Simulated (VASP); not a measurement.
# Au: energy against strain

Au (fcc, Fm-3m, 16.991 Å³/atom at rest, cube axes along x, y and z) under an equal strain ε along x and y, with z held. PBEsol in VASP (plane waves, PAW), 480 eV, 18×18×18 Γ-centred mesh, Methfessel-Paxton smearing 0.10 eV; ions are relaxed within the symmetry of each cell.

Here s stands for strain and y for E less E0.

| strain (%) | E less E0 (meV/atom) |
|---|---|
| -3.00 | ? |
| -1.50 | 9.73 |
| -1.00 | 4.39 |
| -0.50 | 1.20 |
| 0.00 | 0.00 |
| 0.50 | 0.71 |
| 1.00 | 3.24 |
| 1.50 | 7.50 |

Taking a parabola for y over the 7 complete rows: Least squares gives y = -0.005 - 0.6771·s + 3.8295·s². Residuals (row less fit): 0.103, -0.112, -0.091, 0.005, 0.096, 0.093, -0.096; standard error 0.121 (degrees of freedom: 4). Twice the quadratic coefficient over the volume, 2 × 3.8295 meV × 10⁴ × 0.1602 / 16.991 Å³, is the elastic constants 2(C11 + C12) = 722 ± 10 GPa.

Question: What does the fit predict for y at s = -3.00, and how far is the calculated value from it?

Answer: y = -0.005 - 0.6771 × (-3.0) + 3.8295 × (-3.0)² = 36.492 meV/atom. The calculation gives 39.82 meV/atom, 3.328 meV/atom above the prediction (8.4 % of the range of y in the table). The row lies outside the fitted rows, so this is an extrapolation. From the scatter of the fitted rows alone, a prediction at this place has a standard error of 0.462 meV/atom, so the miss is 7.2 times that.

One order more, fitted to all 13 runs of the series, follows each within 0.05, so the miss is the next term of a smooth law. In a metal these values are sensitive to mesh and smearing; energies are taken to zero smearing, stresses follow the free energy. Rows are the converged runs of the series near zero and its far end; series whose fitted rows scatter by over a few per cent of the range, as at a crossing or softening among them, aren't shown in this form. Most that stay on the fit to the last digits aren't either.
